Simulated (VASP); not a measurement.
Consider the following.

```xyz
2
Lattice="-2.9512 2.9512 1.6040 2.9512 -2.9512 1.6040 2.9512 2.9512 -1.6040" Properties=species:S:1:pos:R:3 pbc="T T T"
Sn     2.9512     0.0000     0.8020
Sn     0.0000     0.0000     0.0000
```

Calculation: PBE GGA with D4 dispersion, VASP's PBE PAW potentials (set 64) (plane waves; VASP). Run with 520 eV cut-off, 13×13×13 Γ-centred mesh, first-order Methfessel-Paxton smearing of 0.10 eV, potentials Sn_d.

Unless said otherwise, spin-orbit coupling is left out, though it shifts the bands of the heavy elements here.

Estimate the energy per atom (σ→0), pressure, band gap (on the k-mesh) with the smallest direct gap where there is one.

```
Quantity                                                     Value
------------------------  ----------------------------------------
band gap (on the k-mesh)  none (metal, semimetal or under 0.01 eV)
energy per atom (σ→0)                               -4.221 eV/atom
pressure                                                 -1.55 GPa
```

The absolute energy has meaning only against runs of the same code, potentials and settings.

The compound is Sn in the beta structure. This cell is one point of a volume scan, at 1.03 of the reference volume.
